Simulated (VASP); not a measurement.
Mg2Ge (antifluorite):

```xyz
3
Lattice="0.0000 3.1950 3.1950 3.1950 0.0000 3.1950 3.1950 3.1950 0.0000" Properties=species:S:1:pos:R:3 pbc="T T T"
Mg     1.5975     1.5975     1.5975
Mg     4.7925     4.7925     4.7925
Ge     0.0000     0.0000     0.0000
```

The lowest empty band near X, direction across the valley's axis, from mBJ (TB09) with spin-orbit coupling in VASP (PAW); its two spin partners are averaged. The gap over the points computed is 0.50 eV, and the next band on that side lies 0.35 eV away at the edge.

Numerical set-up: 400 eV cut-off, 7×7×7 Γ-centred mesh, Gaussian smearing of 0.050 eV, potentials Mg Ge_d.

```
distance from the edge in k (1/Å)  distance in energy (meV)
---------------------------------  ------------------------
0.018                                                   6.0
0.025                                                  11.6
0.035                                                  22.5
0.050                                                  45.7
0.070                                                  88.7
```

Question: Fit E(1 + αE) = ħ²k²/2m* (ħ²/2m0 = 3.810 eV Å²) and predict the row at 0.095 1/Å.

Answer: Least squares on the energies gives the electron mass m* = 0.206 m0 and α = 0.24 per eV, and so 160.6 meV. The run gave 160.6 meV, -0.0 meV from the fit.

Left out are points under 3 meV from the edge, since the levels carry 0.1 meV, and points farther than half the way to the next band.

The compound is Mg2Ge in the antifluorite structure. The cell was not relaxed at this level.
